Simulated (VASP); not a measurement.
Given:

```xyz
6
Lattice="1.6446 -2.8485 0.0000 1.6446 2.8485 0.0000 0.0000 0.0000 12.9963" Properties=species:S:1:pos:R:3 pbc="T T T"
W      1.6446     0.9495     3.2491
W      1.6446    -0.9495     9.7472
Se     1.6446     0.9495    11.4237
Se     1.6446    -0.9495     4.9256
Se     1.6446    -0.9495     1.5726
Se     1.6446     0.9495     8.0707
```

All values below come from PBEsol GGA, VASP's PBE PAW potentials (set 64) (plane waves; VASP). Run with 300 eV cut-off, 5×5×1 Γ-centred mesh, Fermi-Dirac smearing of 0.010 eV, potentials W_sv Se.

At this cut-off the stress carries a Pulay error, which pulls relaxed volumes low.

Problem. Predict the energy per atom (σ→0), pressure, largest force.

Solution. 
The energy per atom (σ→0) comes out as -7.749 eV/atom and the pressure is -1.13 GPa. The largest force is 0.161 eV/Å.

Total energies compare only between runs with the same potentials, cut-off and functional.

The structure is a typed WSe2 crystal. The cell was not relaxed at this level. The k-mesh is coarse (spacing up to 0.48 per Å, 2π included), so the numbers may not be converged in it.
